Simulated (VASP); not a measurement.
Here is the system:

```xyz
1
Lattice="0.0000 2.0410 2.0410 2.0410 0.0000 2.0410 2.0410 2.0410 0.0000" Properties=species:S:1:pos:R:3 pbc="T T T"
Al     0.0000     0.0000     0.0000
```

All values below come from AM05 GGA, VASP's PBE PAW potentials (set 64) (plane waves; VASP). Numerical set-up: 520 eV cut-off, 16×16×16 Γ-centred mesh, first-order Methfessel-Paxton smearing of 0.10 eV, potentials Al.

### Question
Give the stress tensor in GPa (positive for a compressed cell).

### Answer

```
-4.30   0.00   0.00
 0.00  -4.30   0.00
 0.00   0.00  -4.30
```
The pressure is its mean diagonal, -4.30 GPa.

The compound is Al in the fcc structure. This cell is one point of a volume scan, at 1.06 of the reference volume.
